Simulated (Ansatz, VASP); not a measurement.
# NiO2: VASP beside Ansatz, part 2 of 2

One calculation is typed for both programs; each brings its own data sets. How far apart do they land? The cell is taken from a series of runs on this material, whose earlier steps may have relaxed, scaled, displaced or heated it; both programs get it as it stands.

VASP 6.6.1 and Ansatz 0.2.0.

So far: Starting point; VASP: zone-centre phonons, PBEsol.

### Step 2. VASP: zone-centre phonons, PBEsol (continued)

Level of this step: PBEsol, no spin polarisation; plane waves and PAW (Ni, O) (VASP).

Numbers of over 12 decimals in the logs are rounded to 6 here.

Parts of OUTCAR (step 2):

```text
ion  position               nearest neighbor table
   1  0.000  0.000  0.500-   2 1.86   3 1.86   3 1.86   2 1.86   2 1.86   3 1.86
   2  0.667  0.333  0.690-   1 1.86   1 1.86   1 1.86
   3  0.333  0.667  0.310-   1 1.86   1 1.86   1 1.86

  LATTYP: Found a hexagonal cell.
 ALAT       =     2.7842933446
 C/A-ratio  =     1.7670335157

 Subroutine GETGRP returns: Found 12 space group operations
 (whereof 12 operations were pure point group operations)

The static configuration has the point symmetry D_3d.

 Found    100 irreducible k-points:

   k-points           NKPTS =    100   k-points in BZ     NKDIM =    100   number of bands    NBANDS=     17

   dimension x,y,z NGX =    24 NGY =   24 NGZ =   40
   dimension x,y,z NGXF=    48 NGYF=   48 NGZF=   80

   ENCUT  =  600.0 eV  44.10 Ry    6.64 a.u.   5.56  5.56  9.83*2*pi/ulx,y,z

   NELECT =      22.0000    total number of electrons

 k-points in reciprocal lattice and weights: Automatic mesh
   0.00000000  0.00000000  0.00000000       0.001
   0.08333333  0.00000000  0.00000000       0.007
   0.16666667  0.00000000  0.00000000       0.007
   0.25000000  0.00000000  0.00000000       0.007
   0.33333333 -0.00000000  0.00000000       0.007
   0.41666667  0.00000000  0.00000000       0.007
   0.50000000  0.00000000  0.00000000       0.003
   0.08333333  0.08333333  0.00000000       0.007
   0.16666667  0.08333333  0.00000000       0.014
[...]
0.33333333  0.25000000  0.50000000       0.014
   0.33333333  0.33333333  0.50000000       0.002

 average (electrostatic) potential at core
       1 -89.9505       2 -72.9800       3 -72.9800

  Total        0.1231127      0.1231127      0.0382139      0.0000000      0.0000000      0.0000000
  in kB        5.9716332      5.9716332      1.8535802      0.0000000      0.0000000      0.0000000
  external PRESSURE =       4.5989489 kB  Pullay stress =       0.0000000 kB

  energy-cutoff  :      600.00
  volume of cell :       33.03
      direct lattice vectors                 reciprocal lattice vectors
     2.784293345  0.000000000  0.000000000     0.359157559  0.207359713  0.000000000
    -1.392146672  2.411268768  0.000000000     0.000000000  0.414719426  0.000000000
     0.000000000  0.000000000  4.919939657     0.000000000  0.000000000  0.203254525

 POSITION                                       TOTAL-FORCE (eV/Angst)
 -----------------------------------------------------------------------------------
      0.00000      0.00000      2.45997         0.000000      0.000000      0.000000
      1.39215      0.80376      3.39305        -0.000000      0.000000      0.060545
     -0.00000      1.60751      1.52689         0.000000      0.000000     -0.060545
 -----------------------------------------------------------------------------------
    total drift:                                0.000000     -0.000000      0.000000

 MACROSCOPIC STATIC DIELECTRIC TENSOR (including local field effects in DFT)
 ------------------------------------------------------
          14.194028     0.000000    -0.000000
           0.000000    14.194028    -0.000000
           0.000000     0.000000     3.139189
 ------------------------------------------------------

 PIEZOELECTRIC TENSOR (including local field effects)  for field in x, y, z        (C/m^2)
          XX          YY          ZZ          XY          YZ          ZX
  --------------------------------------------------------------------------------
  x     0.00000     0.00000     0.00000     0.00000     0.00000     0.00000
  y     0.00000     0.00000     0.00000     0.00000     0.00000     0.00000
  z     0.00000     0.00000     0.00000     0.00000     0.00000     0.00000

 BORN EFFECTIVE CHARGES (including local field effects) (in |e|, cummulative output)
 ---------------------------------------------------------------------------------
 ion    1
    1     3.68356     0.00000     0.00000
    2     0.00000     3.68356     0.00000
    3     0.00000     0.00000     0.44100
 ion    2
    1    -1.84178     0.00000     0.00000
    2     0.00000    -1.84178     0.00000
    3     0.00000     0.00000    -0.22050
 ion    3
    1    -1.84178     0.00000     0.00000
    2     0.00000    -1.84178     0.00000
    3     0.00000     0.00000    -0.22050

 Eigenvectors and eigenvalues of the dynamical matrix
 ----------------------------------------------------

   1 f  =   19.566299 THz   122.938680 2PiTHz  652.661471 cm-1    80.919673 meV
             X         Y         Z           dx          dy          dz
      0.000000  0.000000  2.459970    -0.000000    0.000000   -0.594021
      1.392147  0.803756  3.393047    -0.000000   -0.000000    0.568832
     -0.000000  1.607513  1.526893     0.000000   -0.000000    0.568832

   2 f  =   17.476982 THz   109.811119 2PiTHz  582.969380 cm-1    72.278959 meV
             X         Y         Z           dx          dy          dz
      0.000000  0.000000  2.459970     0.594049   -0.000004    0.000000
      1.392147  0.803756  3.393047    -0.568817    0.000003    0.000000
     -0.000000  1.607513  1.526893    -0.568817    0.000003    0.000000

   3 f  =   17.476982 THz   109.811119 2PiTHz  582.969380 cm-1    72.278959 meV
             X         Y         Z           dx          dy          dz
      0.000000  0.000000  2.459970    -0.000004   -0.594049    0.000000
      1.392147  0.803756  3.393047     0.000003    0.568817    0.000000
     -0.000000  1.607513  1.526893     0.000003    0.568817    0.000000

   4 f  =   17.103277 THz   107.463058 2PiTHz  570.503910 cm-1    70.733438 meV
             X         Y         Z           dx          dy          dz
      0.000000  0.000000  2.459970    -0.000000    0.000000   -0.000000
      1.392147  0.803756  3.393047    -0.000000   -0.000000    0.707107
     -0.000000  1.607513  1.526893     0.000000   -0.000000   -0.707107

   5 f  =   14.967605 THz    94.044234 2PiTHz  499.265551 cm-1    61.901011 meV
             X         Y         Z           dx          dy          dz
      0.000000  0.000000  2.459970     0.000000   -0.000000    0.000000
      1.392147  0.803756  3.393047     0.707107   -0.000001    0.000000
     -0.000000  1.607513  1.526893    -0.707107    0.000001    0.000000

   6 f  =   14.967605 THz    94.044234 2PiTHz  499.265551 cm-1    61.901011 meV
             X         Y         Z           dx          dy          dz
      0.000000  0.000000  2.459970     0.000000   -0.000000   -0.000000
      1.392147  0.803756  3.393047     0.000001    0.707107   -0.000000
     -0.000000  1.607513  1.526893    -0.000001   -0.707107    0.000000

   7 f/i=    0.000220 THz     0.001385 2PiTHz    0.007350 cm-1     0.000911 meV
             X         Y         Z           dx          dy          dz
      0.000000  0.000000  2.459970     0.000000    0.000000    0.804449
      1.392147  0.803756  3.393047     0.000000    0.000000    0.420036
     -0.000000  1.607513  1.526893     0.000000    0.000000    0.420036

   8 f/i=    0.000809 THz     0.005082 2PiTHz    0.026981 cm-1     0.003345 meV
             X         Y         Z           dx          dy          dz
      0.000000  0.000000  2.459970     0.157933   -0.788773    0.000000
      1.392147  0.803756  3.393047     0.082469   -0.411881    0.000000
     -0.000000  1.607513  1.526893     0.082469   -0.411881    0.000000

   9 f/i=    0.000809 THz     0.005082 2PiTHz    0.026981 cm-1     0.003345 meV
             X         Y         Z           dx          dy          dz
      0.000000  0.000000  2.459970    -0.788773   -0.157933    0.000000
      1.392147  0.803756  3.393047    -0.411881   -0.082469    0.000000
     -0.000000  1.607513  1.526893    -0.411881   -0.082469    0.000000

 MACROSCOPIC STATIC DIELECTRIC TENSOR IONIC CONTRIBUTION
 ------------------------------------------------------
           2.871901    -0.000000     0.000000
          -0.000000     2.871901    -0.000000
           0.000000    -0.000000     0.032843
 ------------------------------------------------------

 ELASTIC MODULI CONTR FROM IONIC RELAXATION (kBar)
 Direction    XX          YY          ZZ          XY          YZ          ZX
 --------------------------------------------------------------------------------
 XX        -992.6507   -619.0590  -1136.9747      0.0000   -451.6083      0.0000
 YY        -619.0590   -992.6507  -1136.9747      0.0000    451.6083      0.0000
 ZZ       -1136.9747  -1136.9747  -1604.1493      0.0000      0.0000      0.0000
 XY           0.0000      0.0000      0.0000   -186.7959      0.0000   -506.0801
 YZ        -451.6083    451.6083      0.0000      0.0000  -1091.8340      0.0000
 ZX           0.0000      0.0000      0.0000   -506.0801      0.0000  -1371.1070
 --------------------------------------------------------------------------------

 PIEZOELECTRIC TENSOR IONIC CONTR  for field in x, y, z        (C/m^2)
          XX          YY          ZZ          XY          YZ          ZX
  --------------------------------------------------------------------------------
  x    -0.00000     0.00000     0.00000     0.00000    -0.00000     0.00000
  y    -0.00000    -0.00000    -0.00000    -0.00000     0.00000    -0.00000
  z    -0.00000    -0.00000    -0.00000     0.00000     0.00000     0.00000
```

This run has no spin polarisation, so a moment on Ni, if there is one, isn't seen. The dielectric response converges more slowly with the mesh than energies do, so tensor and charges may still move on a finer one.

### Step 3. Ansatz: zone-centre phonons, PBEsol

Ansatz runs on its default PAW (the set named soft_2) files.

The same cell, functional and mesh now go to Ansatz, which takes its cutoff from its data sets.

Input file input.yaml:

```yaml
crystal:
  lattice:
    - [2.7842933446, 0.0, 0.0]
    - [-1.3921466723, 2.411268768, 0.0]
    - [0.0, 0.0, 4.9199396575]
  atoms:
    - { symbol: Ni, position: [0.0, 0.0, 0.5] }
    - { symbol: O, position: [0.6666666667, 0.3333333333, 0.6896521167] }
    - { symbol: O, position: [0.3333333333, 0.6666666667, 0.3103478833] }
kpoints:
  mp_grid: { grid: [12, 12, 6] }
hamiltonian:
  xc: pbesol
scf:
  occupations: { method: fixed }
output:
  eigenvalues: true
phonons:
  method: dfpt
  dielectric: true
  rigid_motions: translations
```

Started as:

```sh
$ ansatz run input.yaml --threads 2 --pin off --max-ram 5120MiB --backend cpu --events-out ev --progress --plain --runs-dir out
```

Log:

```text
Engine: ansatz 0.2.0, x86_64-unknown-linux-gnu
Pseudopotentials: kind: paw
Pseudopotential: Ni, paw, valence charge 18, recommended cutoff 420 eV (normal), Ni.paw.azcp
Pseudopotential: O, paw, valence charge 6, recommended cutoff 420 eV (normal), O.paw.azcp
Functional definition: PBEsol
  exchange = pbesol_x
  correlation = pbesol_c
Crystal: 3 atoms, lattice volume = 33.031 Å³
Basis set: ecut = 420 eV, 653 PW (Γ), exchange–correlation on 40×40×72 points (8 copies of the dense FFT grid, shifted against one another)
Bands: 19, of which v1, the nominal top of the filled ones, is band 15 counted from 1 (14 counted from 0)
Symmetry: 12 space group operations
k-points: 242 of 864 (irreducible under 2 space group operations, time reversal used)
Non-local potential: Ni, projectors of the file, l = 0: 3, l = 1: 2, l = 2: 3, l = 3: 1
Non-local potential: O, projectors of the file, l = 0: 2, l = 1: 2, l = 2: 1
PAW form: soft (Blöchl's): semilocal exchange-correlation on the pseudo side does not see the compensation charge
PAW frozen core: Ni, regenerated for the run's functional, and the local potential with it (the file was generated under x = pbe(κ = 0.804, μ = 0.219515), c = pbe(β = 0.066725))
PAW frozen core: O, regenerated for the run's functional, and the local potential with it (the file was generated under x = pbe(κ = 0.804, μ = 0.219515), c = pbe(β = 0.066725))
PAW one-centre angular grid: Ni, 590 points (default); XC on 64 Gauss nodes
PAW one-centre angular grid: O, 110 points (default); XC on 64 Gauss nodes
Initial density: superposition of atomic densities (neutral atoms: chi_scale 0, normalization atom), corrected by the library's trained network
Initial wavefunctions: pseudopotential atomic-orbital guess
Functional: x = pbesol(κ = 0.804, μ = 0.123457), c = pbesol(β = 0.046)
SCF iter   1: F=—  HF=-6923.856783 eV  |F-HF|=—  |Δ(HF+E_count)|=         —  Δρ=1.51e-2  dr2=4.13e-2  ethr=1.77e-3  ⟨swp⟩=4.4  Hψ=18253  notcnv=0  defer=484
preconditioner: auto → none  [insulator: Δε(μ)=1.082 eV  Ē_g=12.723 eV  n_scr=10 (ndim 8)  ℏωp=30.3 eV  f_vac=0.257  ε∞_Penn≈6.7]
SCF iter   2: F=—  HF=-6923.841389 eV  |F-HF|=—  |Δ(HF+E_count)|=   1.54e-2  Δρ=2.66e-3  dr2=6.17e-4  ethr=1.38e-4  ⟨swp⟩=2.0  Hψ=9560  notcnv=0  defer=484
SCF iter   3: F=—  HF=-6923.841433 eV  |F-HF|=—  |Δ(HF+E_count)|=   4.43e-5  Δρ=3.10e-3  dr2=1.88e-3  ethr=2.06e-6  ⟨swp⟩=2.6  Hψ=8757  notcnv=0  defer=484
SCF iter   4: F=—  HF=-6923.841539 eV  |F-HF|=—  |Δ(HF+E_count)|=   1.06e-4  Δρ=2.98e-3  dr2=2.35e-3  ethr=2.06e-6  ⟨swp⟩=2.5  Hψ=8576  notcnv=0  defer=484
SCF iter   5: F=—  HF=-6923.841302 eV  |F-HF|=—  |Δ(HF+E_count)|=   2.37e-4  Δρ=3.80e-4  dr2=3.00e-5  ethr=2.06e-6  ⟨swp⟩=2.3  Hψ=6592  notcnv=0  defer=484
SCF iter   6: F=—  HF=-6923.841305 eV  |F-HF|=—  |Δ(HF+E_count)|=   2.51e-6  Δρ=4.04e-5  dr2=2.11e-7  ethr=9.99e-8  ⟨swp⟩=2.3  Hψ=6340  notcnv=0  defer=266
SCF iter   7: F=—  HF=-6923.841306 eV  |F-HF|=—  |Δ(HF+E_count)|=   9.87e-7  Δρ=7.63e-6  dr2=5.87e-9  ethr=7.03e-10  ⟨swp⟩=2.2  Hψ=7540  notcnv=0  defer=183
SCF iter   8: F=—  HF=-6923.841306 eV  |F-HF|=—  |Δ(HF+E_count)|=   1.39e-8  Δρ=9.94e-7  dr2=2.45e-10  ethr=1.96e-11  ⟨swp⟩=2.0  Hψ=7877  notcnv=0  defer=180
SCF iter   9: F=-6923.841306 eV  HF=-6923.841306 eV  |F-HF|=9.09e-12  |Δ(HF+E_count)|=  1.31e-10  Δρ=2.56e-7  dr2=1.03e-11  ethr=1.00e-12  ⟨swp⟩=9.1  Hψ=27621  notcnv=0
SCF 1 converged in 9 iterations: F = -6923.841306 eV  dr2 = 1.03e-11
  greatest PAW one-centre occupation: 1.000 electrons in one spin orbital (limit 2), on the Ni atom at site 0 (counted from 0), in its partial waves of l = 0
DFPT response loops at Γ: preconditioner auto → none (the input reference at scf.mixing.eps_inf says where Resta's filter doesn't serve); β = 0.50; Broyden in place of MSR1
── the response to a field inside a basis, on 12×12×6 k-points: an SCF that follows is theirs, and a resumed run solves both again ──
Bands: 16, of which v1, the nominal top of the filled ones, is band 15 counted from 1 (14 counted from 0)
k-points: 234 of 864 (irreducible under 4 space group operations)
Initial density: handed on by an earlier stage of this run
Initial wavefunctions: pseudopotential atomic-orbital guess (no wavefunctions were taken with the density)
Eigensolver: Dense (234 Hₖ)
SCF iter   1: F=—  HF=-6923.845414 eV  |F-HF|=—  |Δ(HF+E_count)|=         —  Δρ=7.88e-4  dr2=2.99e-5  ethr=1.00e-1
preconditioner: auto → none  [insulator: Δε(μ)=1.050 eV  Ē_g=7.319 eV  n_scr=10 (ndim 8)  ℏωp=30.3 eV  f_vac=0.256  ε∞_Penn≈18.1]
SCF iter   2: F=—  HF=-6923.845437 eV  |F-HF|=—  |Δ(HF+E_count)|=   2.36e-5  Δρ=7.50e-4  dr2=1.21e-4  ethr=9.97e-8
SCF iter   3: F=—  HF=-6923.845478 eV  |F-HF|=—  |Δ(HF+E_count)|=   4.13e-5  Δρ=1.33e-3  dr2=4.23e-4  ethr=9.97e-8  recentre
SCF iter   4: F=—  HF=-6923.845433 eV  |F-HF|=—  |Δ(HF+E_count)|=   4.55e-5  Δρ=9.21e-5  dr2=6.11e-7  ethr=9.97e-8
SCF iter   5: F=-6923.845434 eV  HF=-6923.845434 eV  |F-HF|=2.02e-8  |Δ(HF+E_count)|=   6.84e-7  Δρ=2.39e-5  dr2=9.76e-8  ethr=2.04e-9
SCF 1 converged in 5 iterations: F = -6923.845434 eV  dr2 = 9.76e-8
  greatest PAW one-centre occupation: 1.000 electrons in one spin orbital (limit 2), on the Ni atom at site 0 (counted from 0), in its partial waves of l = 1
DFPT response loops at Γ: mixed as the last ones told, above
SCF converged after 9 iterations
Free energy (F): -6923.841306 eV
Harris-Foulkes:  -6923.841306 eV  (|F-HF|=9.09e-12)
Internal energy: -6923.841306 eV  (E = F + TS)
E sigma→0 (E₀):  -6923.841306 eV
Fermi energy:    6.420592 eV
--- Per-component energies (eV) ---
  E_band       = -529.809550
  E_kinetic    = 623.833658
  E_local      = -6576.488186  (includes V_loc(G=0)·N_el)
  E_nonlocal   = 723.378142
  E_hartree    = 2783.637814
  E_xc         = -228.991068
  E_vxc        = -294.693230  (∫ρ·V_xc dr)
  E_paw        = -1887.564480  (= ΣΔE_a)
  E_vpaw       = -573.120714  (= ΣTr[D̂ρ^β])
  E_aug_tail   = 0.004935  (compensation charges beyond the density's cutoff)
  E_ewald      = -2361.919986
  E_core_change = 0.267865  (= ΣΔE_core)
  E_smearing   = -0.000000  (= −TS)
  E_closure    = 0.000000  (closes the sum)
  Σ components = -6923.841306   (vs F -6923.841306, Δ=0.00e0)
--- Band table (eV; the first three rows and the last of 242) ---
  k-point 0: bands = [... 11 lower, 5.3070, 5.3070, 5.4043, 6.1167, 8.7418, 8.7418, 13.9273, 17.4234]
  k-point 1: bands = [... 11 lower, 5.1616, 5.3032, 5.3032, 6.2057, 8.7459, 8.7459, 14.2215, 17.3068]
  k-point 2: bands = [... 11 lower, 4.7434, 5.2959, 5.2959, 6.3042, 8.7543, 8.7543, 14.9919, 16.8526]
  k-point 241: bands = [... 11 lower, 4.2105, 4.8604, 5.3055, 5.9284, 8.0176, 8.0334, 18.6346, 20.5411]
--- Phonons (Γ-DFPT): 4 representative perturbations + reference, on 242 of 864 k-points (Σ response iterations 14) ---
  k mesh reduced under 2 symmetry operations, with k and −k counted as one. Each operation leaves every solved perturbation unchanged. A smaller set is not considered because the run solves the response to a homogeneous field
  ASR residual: 1.732e-4 → 0.000e0 eV/Å²; symmetrization residual: 3.395e-6 eV/Å²
  ASR residual per site (eV/Å²): 1.73e-4 5.47e-5 5.47e-5
  Γ frequencies (cm⁻¹): 0.00 0.00 0.00 496.74 496.74 571.24 576.64 576.64 653.45
  ε∞ (high-frequency dielectric tensor):
       13.769339     0.000000     0.000000
       -0.000000    13.769339     0.000000
        0.000000     0.000000     3.098784
  ε⁰ (static dielectric tensor: ions relaxed, cell fixed):
       16.744422    -0.000000     0.000000
       -0.000000    16.744422     0.000000
        0.000000     0.000000     3.135753
  ε⁰ − ε∞ (ionic part):
        2.975084    -0.000000     0.000000
       -0.000000     2.975084     0.000000
        0.000000     0.000000     0.036969
  softest optical mode at Γ: 496.74 cm⁻¹; the repairs (sum rule, projections) moved no ω² at Γ by more than (1.20 cm⁻¹)²
  Born effective charges Z* (e; rows j = field, columns β = displacement):
    site 0:
         3.70829    0.00000    0.00000
        -0.00000    3.70829    0.00000
         0.00000    0.00000    0.46844
    site 1:
        -1.85415   -0.00000   -0.00000
         0.00000   -1.85415   -0.00000
        -0.00000   -0.00000   -0.23422
    site 2:
        -1.85415   -0.00000   -0.00000
         0.00000   -1.85415   -0.00000
        -0.00000   -0.00000   -0.23422
  Z* charge neutrality: 1.251e-3 e pre-enforcement
  solved inside a basis spanned on kpoints, on 12×12×6 k-points, its susceptibility summed on 16×16×8: ε∞ is read to err by 4.0e-2, Z* by 2.1e-2 e (field_mesh: kpoints solves on kpoints); Z* is corrected for what the basis lacks
  optical modes at Γ without the LO–TO term, one row a degenerate level:
      ω (cm⁻¹)  modes    IR ((D/Å)²/amu)
        496.74      2             0.0000
        571.24      1             0.0000
        576.64      2            30.6404
        653.45      1             0.2445
  optical modes at Γ + LO–TO along q̂ = [1.0000, 0.0000, 0.0000]:
      ω (cm⁻¹)  modes    IR ((D/Å)²/amu)
        496.74      2             0.0000
        571.24      1             0.0000
[...]
optical modes at Γ + LO–TO along q̂ = [0.0000, 1.0000, 0.0000]:
      ω (cm⁻¹)  modes    IR ((D/Å)²/amu)
[...]
571.24      1             0.0000
        576.64      1            15.3202
        635.89      1            15.3202
        653.45      1             0.2445
  optical modes at Γ + LO–TO along q̂ = [0.0000, 0.0000, 1.0000]:
      ω (cm⁻¹)  modes    IR ((D/Å)²/amu)
        496.74      2             0.0000
        571.24      1             0.0000
        576.64      2            30.6404
        657.34      1             0.2445
```

In the SCF lines HF is the Harris–Foulkes energy and dr2 the Hartree energy of the density residual, in eV; the loop may stop once dr2 is under the threshold and the program's other checks hold. Hψ counts applications of the Hamiltonian.

### Step 4. Differences

Known differences besides the potentials themselves: fixed occupations in Ansatz, narrow Gaussian smearing in VASP; VASP's response is taken on the typed mesh, Ansatz refines its own for the field response alone; the data sets hold 30 valence electrons in Ansatz (on its default PAW (the set named soft_2) files) and 22 in VASP; the cutoff is 420 eV in Ansatz and 600 eV in VASP; Ansatz makes its cores anew for this functional, VASP keeps those of its PBE data sets. Total energies have different zeros and are not compared.

Compared:

| quantity | Ansatz | VASP | difference |
| --- | --- | --- | --- |
| ε∞ xx | 13.77 | 14.19 | -2.99 % |
| ε∞ yy | 13.77 | 14.19 | -2.99 % |
| ε∞ zz | 3.10 | 3.14 | -1.29 % |
| Born charge of Ni1 (mean of the diagonal) (e) | 2.63 | 2.60 | +0.03 |
| Born charge of O2 (mean of the diagonal) (e) | -1.31 | -1.30 | -0.01 |
| optical mode 1 to 2 (cm⁻¹) | 496.7 | 499.3 | -0.51 % |
| optical mode 3 (cm⁻¹) | 571.2 | 570.5 | +0.13 % |
| optical mode 4 to 5 (cm⁻¹) | 576.6 | 583.0 | -1.09 % |
| optical mode 6 (cm⁻¹) | 653.5 | 652.7 | +0.12 % |

Modes are paired by rising frequency, not by their patterns, so a pair may set unlike modes beside each other; they are those without the splitting of longitudinal modes.

### Step 5. Results

| Property | Result |
| --- | --- |
| r.m.s. difference of the optical zone-centre modes, each program's sorted by frequency (zone-centre phonons, PBEsol) | 4.0 cm⁻¹ |
| difference in ε∞ xx (zone-centre phonons, PBEsol) | -3.0 % |

What this shows: The r.m.s. difference of the optical zone-centre modes, each program's sorted by frequency is 4.0 cm⁻¹ (zone-centre phonons, PBEsol). The data sets hold unlike numbers of valence electrons (30 in Ansatz and 22 in VASP), so part of the differences comes from the potentials. Among the rows given in per cent, the largest difference of the zone-centre phonons, PBEsol pair is in ε∞ xx, -3.0 %. How closely two codes agree says nothing of how well the functional describes the real material.

[Lines on the potential files, build, host, timing and source positions are cut from VASP's logs without a mark.]

[Logs are printed without paths, hosts, clocks, repeated set-up lines and the standing remarks that a program may print on its own settings, such as how far it seeks lower states.]

[Hosts, paths, dates, database ids (printed as entryN), source tags and the programs' standing remarks are cut or masked in the printed files.]
